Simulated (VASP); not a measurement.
Write an ASE script for VASP 6.6.1 that does the following.

```yaml
Task: single point
Functional: BEEF-vdW
Potentials_or_basis: VASP PAW PBE potentials, release 64 (Cu, Ti_sv, Mg)
Cutoff: 520 eV
k_mesh: 6 × 5 × 5
Occupations: gaussian, width 0.05 eV
Spin: no spin polarisation
Further_INCAR_settings: ALGO = Fast; EDIFF = 1.00e-06; NBANDS = 28
```

The structure of Mg6TiCu lies in POSCAR:

```
Mg6TiCu
1.0
    4.8544960000      0.0000000000      0.0000000000
    0.0000000000      3.0726120000      5.4061960000
    0.0000000000     -3.0726120000      5.4061960000
Cu Ti Mg
1 1 6
Direct
    0.0000000000      0.8161660000      0.8161660000
    0.5000000000      0.6776490000      0.6776490000
    0.5000000000      0.1660570000      0.1660570000
    0.5000000000      0.1581350000      0.6771490000
    0.5000000000      0.6771490000      0.1581350000
    0.0000000000      0.3317960000      0.3317960000
    0.0000000000      0.3442220000      0.8288260000
    0.0000000000      0.8288260000      0.3442220000
```

The cell comes from a database or a generator and needn't be the stable form of this composition.

These files were run (other wordings do the same):

run.py

```python
from ase.calculators.vasp import Vasp
from ase.dft.bandgap import bandgap
from ase.io import read

atoms = read('POSCAR')
calc = Vasp(
    directory='calc',
    xc='beef-vdw',
    pp='PBE',
    setups='recommended',
    prec='Accurate',
    encut=520,
    ediff=1e-06,
    ismear=0,
    sigma=0.05,
    lreal=False,
    lasph=True,
    nelm=80,
    algo='Fast',
    isif=2,
    lwave=False,
    lcharg=True,
    lelf=True,
    lvhar=True,
    kpts=[6, 5, 5],
    gamma=True,
    nbands=28,
)
atoms.calc = calc

print('energy (eV):', atoms.get_potential_energy())
print('free energy (eV):', atoms.get_potential_energy(force_consistent=True))
print('forces (eV/A):')
print(atoms.get_forces())
print('stress (eV/A^3, Voigt):', atoms.get_stress())
print('Fermi level (eV):', calc.get_fermi_level())
gap, top, bottom = bandgap(calc)
print('band gap (eV):', gap, 'from (spin, k, band)', top, 'to', bottom)
```

Potentials or basis: VASP PAW PBE potentials, release 64 (Cu, Ti_sv, Mg).

The run is started by

```console
$ python run.py
```

It gave:

```json
{"Pressure": "0.1 GPa", "Largest force": "0.093 eV/Å", "Band gap on the k mesh": "none (metal or under the smearing width)"}
```

Caveat: the PAW data sets were made with another functional, which shifts forces and pressure a little.

Run time: 8.9 min on 1 thread of Intel(R) Xeon(R) Platinum 8559C (Emerald Rapids), on a shared host, peak memory 0.77 GiB.
